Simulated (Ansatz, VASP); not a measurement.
## Os (Osmium) in two plane-wave programs

One calculation is typed for both programs; each brings its own data sets. How far apart do they land? The cell is taken from a series of runs on this material, whose earlier steps may have relaxed, scaled, displaced or heated it; both programs get it as it stands.

Program: Ansatz 0.2.0. Level of theory: plane waves, with VASP 6.6.1 beside it; zone-centre phonons at PBEsol. Results are calculated unless marked as measured.

## 1. The starting structure

Symmetry: P6_3/mmc, No. 194, hexagonal system. The conventional cell has a = 2.707 Å, b = 2.707 Å, c = 4.484 Å, α = 90.00°, β = 90.00°, γ = 120.00°. Nearest to Os lie 12 Os at 2.71 to 2.73 Å.

## 2. Ansatz: zone-centre phonons, PBEsol

Ansatz runs on its PAW soft_1 files.

Second derivatives magnify differences that forces hide, and they need a tight electronic threshold.

input.yaml

```yaml
crystal:
  lattice:
    - [2.706874081, 0.0, 0.0]
    - [-1.3534370405, 2.344221719, 0.0]
    - [0.0, 0.0, 4.48361391]
  atoms:
    - { symbol: Os, position: [0.3333333337, 0.6666666663, 0.25] }
    - { symbol: Os, position: [0.6666666663, 0.3333333337, 0.75] }
kpoints:
  mp_grid: { grid: [18, 18, 12] }
hamiltonian:
  xc: pbesol
  pseudopotentials: { kind: paw, azcp: { folder: soft_1 }, xc_functional: pbe }
scf:
  occupations: { method: methfessel_paxton, width: 0.2 }
output:
  eigenvalues: true
phonons:
  method: dfpt
```

Started as:

```sh
$ ansatz run input.yaml --threads 4 --pin off --max-ram 10240MiB --backend cpu --events-out ev --progress --plain --runs-dir out
```

Numbers of over 12 decimals in the logs are rounded to 6 here.

The program printed:

```text
zone centre: on kpoints.mp_grid the ground state, and the responses unless they are solved on pairs of k-points, stand on 637 of the mesh's 3888 k-points, reduced under 4 symmetry operations, with k and −k counted as one. Each operation leaves every solved displacement unchanged or reverses it
Engine: ansatz 0.2.0, aarch64-unknown-linux-gnu
Pseudopotentials: kind: paw
Pseudopotential: Os, paw, valence charge 16, recommended cutoff 420 eV (normal), soft_1/Os.paw.azcp
Functional definition: PBEsol
  exchange = pbesol_x
  correlation = pbesol_c
Crystal: 2 atoms, lattice volume = 28.451 Å³
Basis set: ecut = 420 eV, 549 PW (Γ), exchange–correlation on 40×40×60 points (8 copies of the dense FFT grid, shifted against one another)
Bands: 20, of which v1, the nominal top of the filled ones, is band 16 counted from 1 (15 counted from 0)
Symmetry: 24 space group operations
k-points: 637 of 3888 (irreducible under 4 space group operations, time reversal used)
Non-local potential: Os, projectors of the file, l = 0: 3, l = 1: 2, l = 2: 2, l = 3: 1
PAW form: soft (Blöchl's): semilocal exchange-correlation on the pseudo side does not see the compensation charge
PAW frozen core: Os, regenerated for the run's functional, and the local potential with it (the file was generated under x = pbe(κ = 0.804, μ = 0.219515), c = pbe(β = 0.066725))
PAW one-centre angular grid: Os, 590 points (default); XC on 64 Gauss nodes
Initial density: superposition of atomic densities (chi_scale 0.1, normalization cell)
Initial wavefunctions: pseudopotential atomic-orbital guess
Functional: x = pbesol(κ = 0.804, μ = 0.123457), c = pbesol(β = 0.046)
SCF iter   1: F=—  HF=-22504.924904 eV  |F-HF|=—  |Δ(HF+E_count)|=         —  Δρ=6.27e-2  dr2=9.80e-1  ethr=3.10e-3  ⟨swp⟩=5.0  Hψ=115746  notcnv=0  defer=34
automatic band count: the SCF goes on with 24 bands, as 20 were too few: they end inside the smearing window of the response
preconditioner: auto → none  [metal: Δε(μ)=0.014 eV  Ē_g=11.887 eV  σ=0.200 eV  W_gap=0.06  n_scr=8 (ndim 8)  ℏωp=27.8 eV  f_vac=0.000  D(μ)=1.19/eV (n_scr^D=8)  sad-step TF]
SCF iter   2: F=—  HF=-22504.674697 eV  |F-HF|=—  |Δ(HF+E_count)|=   2.50e-1  S|Δr|=    0.00e0  Δρ=3.71e-2  dr2=3.34e-1  ethr=3.06e-3  ⟨swp⟩=2.0  Hψ=23159  notcnv=0  defer=592
SCF iter   3: F=—  HF=-22504.556590 eV  |F-HF|=—  |Δ(HF+E_count)|=   1.18e-1  S|Δr|=    0.00e0  Δρ=1.70e-3  dr2=3.76e-4  ethr=1.04e-3  ⟨swp⟩=2.0  Hψ=21859  notcnv=0  defer=592
SCF iter   4: F=—  HF=-22504.556225 eV  |F-HF|=—  |Δ(HF+E_count)|=   3.64e-4  S|Δr|=    0.00e0  Δρ=2.27e-4  dr2=5.09e-6  ethr=1.18e-6  ⟨swp⟩=2.2  Hψ=24647  notcnv=0  defer=870
SCF iter   5: F=—  HF=-22504.556226 eV  |F-HF|=—  |Δ(HF+E_count)|=   1.14e-6  S|Δr|=    0.00e0  Δρ=5.42e-5  dr2=6.63e-7  ethr=1.59e-8  ⟨swp⟩=2.0  Hψ=23933  notcnv=0  defer=870
SCF iter   6: F=—  HF=-22504.556232 eV  |F-HF|=—  |Δ(HF+E_count)|=   5.45e-6  S|Δr|=    0.00e0  Δρ=1.27e-5  dr2=3.60e-8  ethr=2.07e-9  ⟨swp⟩=2.4  Hψ=20937  notcnv=0  defer=998
SCF iter   7: F=—  HF=-22504.556232 eV  |F-HF|=—  |Δ(HF+E_count)|=   1.43e-8  S|Δr|=    0.00e0  Δρ=2.11e-6  dr2=7.96e-10  ethr=1.13e-10  ⟨swp⟩=2.8  Hψ=22618  notcnv=0  defer=998
SCF iter   8: F=-22504.556232 eV  HF=-22504.556232 eV  |F-HF|=3.64e-12  |Δ(HF+E_count)|=  1.86e-10  S|Δr|=    0.00e0  Δρ=1.56e-7  dr2=5.34e-12  ethr=1.00e-12  ⟨swp⟩=8.8  Hψ=85632  notcnv=0
SCF 1 converged in 8 iterations: F = -22504.556232 eV  dr2 = 5.34e-12
  greatest PAW one-centre occupation: 1.000 electrons in one spin orbital (limit 2), on the Os atom at site 1 (counted from 0), in its partial waves of l = 0
DFPT response loops at Γ: preconditioner auto → Kerker (q_TF=auto, 2.782 Å⁻¹) (partly filled bands, converged f_vac=0.000); β = 1.00, the filter's whole step (`scf.mixing.beta` (0.50) is not read by the response loops under this deck's `scf.mixing.preconditioner`; to damp them name `kerker` or `kerker_dos`, under which they read `scf.mixing.beta`, and type it under 1.00, their step now; both keys bind the ground state too); Broyden in place of MSR1
SCF converged after 8 iterations
Stability not checked: this state was not tested for a lower state beside it, because cold or Methfessel-Paxton smearing, or corrected tetrahedra, fill the levels in a way that the test cannot read (fill_not_monotonic; see scf.lower_state_search)
Free energy (F): -22504.556232 eV
Harris-Foulkes:  -22504.556232 eV  (|F-HF|=3.64e-12)
Internal energy: -22504.555319 eV  (E = F + TS)
E sigma→0 (E₀):  -22504.556004 eV
Entropy (-TS):   -0.000913 eV (-0.456 meV/atom)
Fermi energy:    25.320557 eV
--- Per-component energies (eV) ---
  E_band       = -150.272177
  E_kinetic    = 982.642360
  E_local      = -1859.408015  (includes V_loc(G=0)·N_el)
  E_nonlocal   = 398.011586
  E_hartree    = 661.889685
  E_xc         = -464.871471
  E_vxc        = -491.555562  (∫ρ·V_xc dr)
  E_paw        = -17829.423403  (= ΣΔE_a)
  E_vpaw       = -503.742902  (= ΣTr[D̂ρ^β])
  E_aug_tail   = 0.000875  (compensation charges beyond the density's cutoff)
  E_ewald      = -4393.892933
  E_core_change = 0.495995  (= ΣΔE_core)
  E_smearing   = -0.000913  (= −TS)
  E_closure    = 0.000000  (closes the sum)
  Σ components = -22504.556232   (vs F -22504.556232, Δ=0.00e0)
--- Band table (eV; the first three rows and the last of 637) ---
  k-point 0: bands = [... 12 lower, 22.3902, 23.0882, 23.0882, 24.2258, 24.2258, 24.7958, 27.0062, 27.0062, ... 4 higher]
  k-point 1: bands = [... 12 lower, 22.3596, 23.0472, 23.0472, 24.3217, 24.3217, 24.5335, 27.0044, 27.0044, ... 4 higher]
  k-point 2: bands = [... 12 lower, 22.2923, 22.9347, 22.9347, 23.8776, 24.5806, 24.5806, 26.9858, 26.9858, ... 4 higher]
  k-point 636: bands = [... 12 lower, 21.9704, 21.9704, 23.7251, 23.7251, 27.5419, 27.5419, 30.2443, 30.2443, ... 4 higher]
--- Phonons (Γ-DFPT): 2 representative perturbations + reference, on 637 of 3888 k-points (Σ response iterations 4) ---
  k mesh reduced under 4 symmetry operations, with k and −k counted as one. Each operation leaves every solved displacement unchanged or reverses it
  ASR residual: 1.233e-4 → 0.000e0 eV/Å²; symmetrization residual: 6.830e-13 eV/Å²
  ASR residual per site (eV/Å²): 1.23e-4 1.23e-4
  Γ frequencies (cm⁻¹): 0.00 0.00 0.00 148.29 148.29 173.15
  non-analytic LO–TO correction: not included (Born effective charges unavailable; polar crystals: no LO–TO splitting at Γ)
```

The column dr2 measures how far the density is from self-consistency, as an energy; F and HF (Harris–Foulkes) agree once it is small.

## 3. VASP: zone-centre phonons, PBEsol

The same cell, functional, mesh and smearing now go to VASP, with its own data sets.

Lines of VASP's logs that name or quote its potential files are left out, and so is its time.

INCAR

```
SYSTEM = Os
PREC = Accurate
ENCUT = 600
EDIFF = 1E-08
NELM = 120
ISMEAR = 1
SIGMA = 0.2
LREAL = .FALSE.
ALGO = Normal
GGA = PS
NBANDS = 14
LASPH = .TRUE.
LORBIT = 11
LWAVE = .FALSE.
LCHARG = .FALSE.
ISIF = 2
IBRION = 8
GGA_COMPAT = .FALSE.
KPAR = 2
```

POSCAR

```
Os
1.0
    2.7068740810      0.0000000000      0.0000000000
   -1.3534370405      2.3442217190      0.0000000000
    0.0000000000      0.0000000000      4.4836139100
Os
2
Direct
    0.3333333337      0.6666666663      0.2500000000
    0.6666666663      0.3333333337      0.7500000000
```

KPOINTS

```
Automatic mesh
0
Gamma
18 18 12
0 0 0
```

The projector-augmented-wave data sets are Os (PBE family, release 64).

Started as:

```sh
$ mpirun -np 2 vasp_std
```

The program printed:

```text
[banner, memory and clock lines left out]
running    2 mpi-ranks, on    1 nodes
 distrk:  each k-point on    1 cores,    2 groups
 distr:  one band on    1 cores,    1 groups

 POSCAR found type information on POSCAR Os
 POSCAR found :  1 types and       2 ions
|                                                                             |
|               ----> ADVICE to this user running VASP <----                  |
|                                                                             |
|     You enforced a specific xc type in the INCAR file but a different       |
|     [... a line on the potential file left out ...]
|     I HOPE YOU KNOW WHAT YOU ARE DOING!                                     |
|                                                                             |

 LDA part: xc-table for (Slater+PW92), standard interpolation
 POSCAR, INCAR and KPOINTS ok, starting setup
 FFT: planning ... GRIDC
 FFT: planning ... GRID_SOFT
 FFT: planning ... GRID
 WAVECAR not read
 entering main loop
       N       E                     dE             d eps       ncg     rms          rms(c)
DAV:   1     0.115666844370E+03    0.11567E+03   -0.81347E+03  7252   0.123E+03
DAV:   2    -0.194268304953E+02   -0.13509E+03   -0.11902E+03  7440   0.366E+02
DAV:   3    -0.258890356553E+02   -0.64622E+01   -0.61350E+01  9474   0.701E+01
DAV:   4    -0.259638045740E+02   -0.74769E-01   -0.74501E-01  7956   0.788E+00
DAV:   5    -0.259642591530E+02   -0.45458E-03   -0.45454E-03  9470   0.549E-01    0.232E+01
DAV:   6    -0.247343087858E+02    0.12300E+01   -0.11985E+00  8992   0.962E+00    0.102E+01
DAV:   7    -0.243971231445E+02    0.33719E+00   -0.73961E-01  9198   0.747E+00    0.507E-01
DAV:   8    -0.243908086396E+02    0.63145E-02   -0.66925E-03  7374   0.646E-01    0.319E-01
DAV:   9    -0.243877456130E+02    0.30630E-02   -0.16147E-03  8566   0.447E-01    0.559E-02
DAV:  10    -0.243877729942E+02   -0.27381E-04   -0.71921E-05  9214   0.807E-02    0.103E-02
DAV:  11    -0.243877452984E+02    0.27696E-04   -0.63990E-06  8032   0.277E-02    0.123E-03
DAV:  12    -0.243877448288E+02    0.46961E-06   -0.12774E-07  9112   0.356E-03    0.890E-04
DAV:  13    -0.243877446583E+02    0.17055E-06   -0.34427E-09  5804   0.503E-04    0.241E-04
DAV:  14    -0.243877446338E+02    0.24441E-07   -0.57701E-10  4352   0.216E-04    0.532E-05
DAV:  15    -0.243877446269E+02    0.69501E-08   -0.16026E-10  3998   0.179E-04
   1 F= -.24387745E+02 E0= -.24387455E+02  d E =-.868178E-03
 Linear response reoptimize wavefunctions to high precision
DAV:   1    -0.243877446263E+02    0.62028E-09   -0.17608E-11  4304   0.529E-05
DAV:   2    -0.243877446263E+02    0.22737E-11   -0.35109E-12  3896   0.222E-05
 Linear response DOF=           2
 Linear response progress:
  Degree of freedom:   1/  2
       N       E                     dE             d eps       ncg     rms          rms(c)
RMM:   1    -0.191297140864E+00   -0.19130E+00   -0.10855E-01 53546   0.252E+00
RMM:   2    -0.188568337792E+00    0.27288E-02   -0.14846E-03 42781   0.500E-01    0.147E-01
RMM:   3    -0.187292812916E+00    0.12755E-02   -0.50797E-04 49825   0.157E-01    0.831E-02
RMM:   4    -0.186507663140E+00    0.78515E-03   -0.79354E-04 50420   0.187E-01    0.101E-02
RMM:   5    -0.186556806878E+00   -0.49144E-04   -0.16379E-05 51570   0.292E-02    0.473E-03
RMM:   6    -0.186535002250E+00    0.21805E-04   -0.11715E-06 51875   0.763E-03    0.198E-03
RMM:   7    -0.186526799948E+00    0.82023E-05   -0.17189E-07 52852   0.318E-03    0.827E-04
RMM:   8    -0.186522824879E+00    0.39751E-05   -0.78903E-08 51673   0.136E-03    0.844E-05
RMM:   9    -0.186522266061E+00    0.55882E-06    0.35073E-08 53834   0.194E-04    0.296E-05
RMM:  10    -0.186522251429E+00    0.14633E-07    0.21984E-08 53191   0.558E-05    0.475E-06
RMM:  11    -0.186522208312E+00    0.43117E-07    0.23347E-08 54261   0.158E-05    0.184E-06
RMM:  12    -0.186522225785E+00   -0.17473E-07    0.45763E-10 47278   0.756E-06    0.404E-07
RMM:  13    -0.186522227447E+00   -0.16625E-08   -0.65709E-11 24895   0.594E-06    0.149E-07
 first order change of Fermi-energy  -0.17808E-04
 force on displaced ion       1 direction 1 :  -7.711   0.001   0.000
 Linear response progress:
  Degree of freedom:   2/  2
       N       E                     dE             d eps       ncg     rms          rms(c)
RMM:   1    -0.248358574625E+00   -0.24836E+00   -0.13864E-01 18659   0.264E+00
RMM:   2    -0.240529431797E+00    0.78291E-02   -0.50461E-03 14283   0.720E-01    0.167E-01
RMM:   3    -0.239999506221E+00    0.52993E-03   -0.82542E-04 17655   0.162E-01    0.941E-02
RMM:   4    -0.240002552297E+00   -0.30461E-05   -0.33478E-04 17610   0.132E-01    0.227E-02
RMM:   5    -0.240050010822E+00   -0.47459E-04   -0.22592E-06 18045   0.291E-02    0.152E-02
RMM:   6    -0.240069141653E+00   -0.19131E-04    0.31812E-06 17986   0.121E-02    0.378E-03
RMM:   7    -0.240080894828E+00   -0.11753E-04    0.17925E-06 18010   0.479E-03    0.433E-04
RMM:   8    -0.240078773785E+00    0.21210E-05   -0.63091E-07 18346   0.641E-04    0.193E-04
RMM:   9    -0.240076476082E+00    0.22977E-05   -0.17819E-08 18298   0.173E-04    0.322E-05
RMM:  10    -0.240076338181E+00    0.13790E-06    0.63936E-08 16044   0.523E-05    0.578E-06
RMM:  11    -0.240076348991E+00   -0.10810E-07    0.10625E-08 18568   0.301E-05    0.331E-06
RMM:  12    -0.240076343011E+00    0.59798E-08   -0.11432E-08 17158   0.169E-05    0.770E-07
 first order change of Fermi-energy   0.91124E-04
 force on displaced ion       1 direction 3 :   0.000  -0.000 -10.428
 Linear response finished
```

OUTCAR, selected parts (step 3):

```text
ion  position               nearest neighbor table
   1  0.333  0.667  0.250-   2 2.73   2 2.73   2 2.73   2 2.73   2 2.73   2 2.73
   2  0.667  0.333  0.750-   1 2.73   1 2.73   1 2.73   1 2.73   1 2.73   1 2.73

  LATTYP: Found a hexagonal cell.
 ALAT       =     2.7068740810
 C/A-ratio  =     1.6563806723

 Subroutine GETGRP returns: Found 24 space group operations
 (whereof 12 operations were pure point group operations)

The static configuration has the point symmetry D_3d.
 The point group associated with its full space group is D_6h.

 Found    259 irreducible k-points:

   k-points           NKPTS =    259   k-points in BZ     NKDIM =    259   number of bands    NBANDS=     14

   dimension x,y,z NGX =    24 NGY =   24 NGZ =   36
   dimension x,y,z NGXF=    48 NGYF=   48 NGZF=   72

   ENCUT  =  600.0 eV  44.10 Ry    6.64 a.u.   5.41  5.41  8.95*2*pi/ulx,y,z

   NELECT =      16.0000    total number of electrons

 k-points in reciprocal lattice and weights: Automatic mesh
   0.00000000  0.00000000  0.00000000       0.000
   0.05555556  0.00000000  0.00000000       0.002
   0.11111111  0.00000000  0.00000000       0.002
   0.16666667  0.00000000  0.00000000       0.002
   0.22222222 -0.00000000  0.00000000       0.002
   0.27777778  0.00000000  0.00000000       0.002
   0.33333333 -0.00000000  0.00000000       0.002
   0.38888889 -0.00000000  0.00000000       0.002
   0.44444444 -0.00000000  0.00000000       0.002
[...]
0.33333333  0.27777778  0.50000000       0.003
   0.33333333  0.33333333  0.50000000       0.001

 average (electrostatic) potential at core
       1 -43.3449       2 -43.3449

  Total        0.0537998      0.0537998     -4.9494326     -0.0000000      0.0000000      0.0000000
  in kB        3.0296779      3.0296779   -278.7218735     -0.0000000      0.0000000      0.0000000
  external PRESSURE =     -90.8875059 kB  Pullay stress =       0.0000000 kB

  energy-cutoff  :      600.00
  volume of cell :       28.45
      direct lattice vectors                 reciprocal lattice vectors
     2.706874081  0.000000000  0.000000000     0.369429818  0.213290405  0.000000000
    -1.353437041  2.344221719  0.000000000     0.000000000  0.426580810  0.000000000
     0.000000000  0.000000000  4.483613910     0.000000000  0.000000000  0.223034369

 POSITION                                       TOTAL-FORCE (eV/Angst)
 -----------------------------------------------------------------------------------
      0.00000      1.56281      1.12090         0.000000     -0.000000      0.000000
      1.35344      0.78141      3.36271        -0.000000      0.000000      0.000000
 -----------------------------------------------------------------------------------
    total drift:                               -0.000000      0.000000     -0.000000

 Eigenvectors and eigenvalues of the dynamical matrix
 ----------------------------------------------------

   1 f  =    5.176900 THz    32.527424 2PiTHz  172.682808 cm-1    21.409930 meV
             X         Y         Z           dx          dy          dz
      0.000000  1.562814  1.120903     0.000000    0.000000   -0.707107
      1.353437  0.781407  3.362710    -0.000000    0.000000    0.707107

   2 f  =    4.451467 THz    27.969391 2PiTHz  148.484951 cm-1    18.409779 meV
             X         Y         Z           dx          dy          dz
      0.000000  1.562814  1.120903    -0.000000   -0.707107    0.000000
      1.353437  0.781407  3.362710     0.000000    0.707107    0.000000

   3 f  =    4.451467 THz    27.969391 2PiTHz  148.484951 cm-1    18.409779 meV
             X         Y         Z           dx          dy          dz
      0.000000  1.562814  1.120903     0.707107   -0.000000    0.000000
      1.353437  0.781407  3.362710    -0.707107    0.000000    0.000000

   4 f  =    0.000000 THz     0.000000 2PiTHz    0.000000 cm-1     0.000000 meV
             X         Y         Z           dx          dy          dz
      0.000000  1.562814  1.120903     0.707107   -0.000000   -0.000000
      1.353437  0.781407  3.362710     0.707107   -0.000000    0.000000

   5 f  =    0.000000 THz     0.000000 2PiTHz    0.000000 cm-1     0.000000 meV
             X         Y         Z           dx          dy          dz
      0.000000  1.562814  1.120903     0.000000    0.707107    0.000000
      1.353437  0.781407  3.362710     0.000000    0.707107    0.000000

   6 f  =    0.000000 THz     0.000000 2PiTHz    0.000000 cm-1     0.000000 meV
             X         Y         Z           dx          dy          dz
      0.000000  1.562814  1.120903    -0.000000    0.000000    0.707107
      1.353437  0.781407  3.362710     0.000000    0.000000    0.707107

 ELASTIC MODULI CONTR FROM IONIC RELAXATION (kBar)
 Direction    XX          YY          ZZ          XY          YZ          ZX
 --------------------------------------------------------------------------------
 XX         -33.9209     33.9209     -0.0000     -0.0000      0.0000     -0.0000
 YY          33.9209    -33.9209      0.0000      0.0000     -0.0000      0.0000
 ZZ          -0.0000      0.0000     -0.0000     -0.0000      0.0000     -0.0000
 XY          -0.0000      0.0000     -0.0000    -33.9209     -0.0000      0.0000
 YZ           0.0000     -0.0000      0.0000     -0.0000     -0.0000      0.0000
 ZX          -0.0000      0.0000     -0.0000      0.0000      0.0000     -0.0000
 --------------------------------------------------------------------------------
```

## 4. Comparison

Known differences besides the potentials themselves: the data sets hold 32 valence electrons in Ansatz (on its PAW soft_1 files) and 16 in VASP; the cutoff is 420 eV in Ansatz and 600 eV in VASP; Ansatz makes its cores anew for this functional, VASP keeps those of its PBE data sets. Total energies have different zeros and are not compared.

Both answers:

```csv
quantity,Ansatz,VASP,difference
optical mode 1 to 2 (cm⁻¹),148.3,148.5,-0.13 %
optical mode 3 (cm⁻¹),173.2,172.7,+0.27 %
```

Modes are paired by rising frequency, not by their patterns, so a pair may set unlike modes beside each other; they are those without the splitting of longitudinal modes.

## 5. Outcome

```yaml
r_m_s_difference_of_the_optical_zone_centre_modes_each_program_s_sorted_by_frequency_zone_centre_phonons_pbesol: 0.31 cm⁻¹
```

The r.m.s. difference of the optical zone-centre modes, each program's sorted by frequency is 0.31 cm⁻¹ (zone-centre phonons, PBEsol). The data sets hold unlike numbers of valence electrons (32 in Ansatz and 16 in VASP), so part of the differences comes from the potentials. Such differences can come from data sets, numerical settings and the points named under the comparisons, not from the functional's error against experiment.

[Lines on the potential files, build, host, timing and source positions are cut from VASP's logs without a mark.]

[Logs are printed without paths, hosts, clocks, repeated set-up lines and the standing remarks that a program may print on its own settings, such as how far it seeks lower states.]

[Hosts, paths, dates, database ids (printed as entryN), source tags and the programs' standing remarks are cut or masked in the printed files.]
